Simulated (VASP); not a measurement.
Consider the following.

```
AlCo
1.0
    2.82192     0.00000     0.00000
    0.00000     2.82192     0.00000
    0.00000     0.00000     2.82192
Al Co
1 1
Direct
  0.50000   0.50000   0.50000
  0.00000   0.00000   0.00000
```

Method: PBEsol GGA, VASP's PBE PAW potentials (set 64) (plane waves; VASP 6.6.1). Settings: 400 eV cut-off, 14×14×14 Γ-centred mesh, tetrahedra with Blöchl corrections, potentials Al Co.

**Question.** What does the run give for the energy per atom (σ→0), band gap (on the k-mesh) with the smallest direct gap where there is one?

**Answer.** 
```yaml
band gap (on the k-mesh): none (metal, semimetal or under 0.01 eV)
energy per atom (σ→0): -6.541 eV/atom
```

The compound is CoAl in the CsCl type structure. It was relaxed first. The run is not spin-polarised, so no magnetic state was tried.
